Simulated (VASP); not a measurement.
OSZICAR of a VASP run on Tl (hcp):

### OSZICAR
```
       N       E                     dE             d eps       ncg     rms          rms(c)
DAV:   1     0.132694419709E+03    0.13269E+03   -0.14292E+04  2584   0.142E+03
DAV:   2     0.392798562839E+01   -0.12877E+03   -0.12716E+03  2731   0.288E+02
DAV:   3     0.168402386326E+01   -0.22440E+01   -0.22234E+01  3016   0.342E+01
DAV:   4     0.166899828590E+01   -0.15026E-01   -0.15023E-01  2902   0.280E+00
DAV:   5     0.166878655734E+01   -0.21173E-03   -0.21173E-03  2941   0.333E-01    0.191E+00
DAV:   6     0.170194832286E+01    0.33162E-01   -0.67083E-02  2717   0.206E+00    0.137E+00
DAV:   7     0.170795789374E+01    0.60096E-02   -0.22835E-02  2670   0.118E+00    0.594E-01
DAV:   8     0.170839639417E+01    0.43850E-03   -0.94254E-04  2787   0.273E-01    0.266E-02
DAV:   9     0.170839305376E+01   -0.33404E-05   -0.79390E-06  3130   0.244E-02    0.823E-03
DAV:  10     0.170839008553E+01   -0.29682E-05   -0.37481E-06  2747   0.158E-02    0.813E-04
DAV:  11     0.170839003506E+01   -0.50467E-07   -0.40428E-08  1708   0.151E-03
   1 F= 0.17083900E+01 E0= 0.17083576E+01  d E =0.170839E+01
       N       E                     dE             d eps       ncg     rms          rms(c)
DAV:   1     0.168673621532E+01   -0.21654E-01   -0.82824E-01  2629   0.706E+00    0.591E-01
DAV:   2     0.169866041791E+01    0.11924E-01   -0.77005E-03  2678   0.944E-01    0.363E-01
DAV:   3     0.170505599653E+01    0.63956E-02   -0.12354E-02  2672   0.111E+00    0.421E-02
DAV:   4     0.170502551941E+01   -0.30477E-04   -0.70230E-04  2667   0.244E-01    0.240E-02
DAV:   5     0.170502228782E+01   -0.32316E-05   -0.86424E-06  3012   0.267E-02    0.426E-03
DAV:   6     0.170502327143E+01    0.98360E-06   -0.19600E-06  2690   0.148E-02    0.802E-04
DAV:   7     0.170502325177E+01   -0.19657E-07   -0.11616E-07  1612   0.342E-03
   2 F= 0.17050233E+01 E0= 0.17050108E+01  d E =-.336678E-02
       N       E                     dE             d eps       ncg     rms          rms(c)
DAV:   1     0.165012984391E+01   -0.54893E-01   -0.23991E+00  2626   0.120E+01    0.101E+00
DAV:   2     0.168413910668E+01    0.34009E-01   -0.21722E-02  2659   0.155E+00    0.617E-01
DAV:   3     0.170238628837E+01    0.18247E-01   -0.34601E-02  2678   0.186E+00    0.716E-02
DAV:   4     0.170230960141E+01   -0.76687E-04   -0.19492E-03  2644   0.408E-01    0.396E-02
DAV:   5     0.170230102374E+01   -0.85777E-05   -0.24003E-05  3025   0.450E-02    0.831E-03
DAV:   6     0.170230352899E+01    0.25052E-05   -0.56064E-06  2670   0.248E-02    0.129E-03
DAV:   7     0.170230345660E+01   -0.72391E-07   -0.30381E-07  2606   0.547E-03
   3 F= 0.17023035E+01 E0= 0.17021830E+01  d E =-.608658E-02
       N       E                     dE             d eps       ncg     rms          rms(c)
DAV:   1     0.169964718994E+01   -0.26563E-02   -0.11831E-01  2607   0.267E+00    0.223E-01
DAV:   2     0.170132050277E+01    0.16733E-02   -0.10631E-03  2663   0.362E-01    0.137E-01
DAV:   3     0.170221460755E+01    0.89410E-03   -0.17046E-03  2673   0.425E-01    0.159E-02
DAV:   4     0.170221082427E+01   -0.37833E-05   -0.10002E-04  2639   0.937E-02    0.866E-03
DAV:   5     0.170221032557E+01   -0.49870E-06   -0.12904E-06  3032   0.108E-02    0.203E-03
DAV:   6     0.170221055855E+01    0.23297E-06   -0.39007E-07  2066   0.695E-03    0.287E-04
DAV:   7     0.170221055749E+01   -0.10605E-08   -0.29957E-08  1310   0.164E-03
   4 F= 0.17022106E+01 E0= 0.17020647E+01  d E =-.617948E-02
```

Task: Which electronic solver shows in the log?

Result: It is blocked Davidson (ALGO = Normal, or the opening steps of other solvers). The INCAR had ALGO = Normal.

Task: Can the final energy be trusted as converged?

Result: Self-consistency was reached. It stopped with EDIFF = 1E-7, NELM = 100, NSW = 30 and EDIFFG = -0.01 after 4 ionic steps (optB88-vdW, plane waves, VASP's PBE PAW potentials (set 64)).

The compound is Tl in the hcp structure. This cell is one point of a volume scan, at 1.06 of the reference volume. Symmetry was kept, so distortions that lower it aren't found.
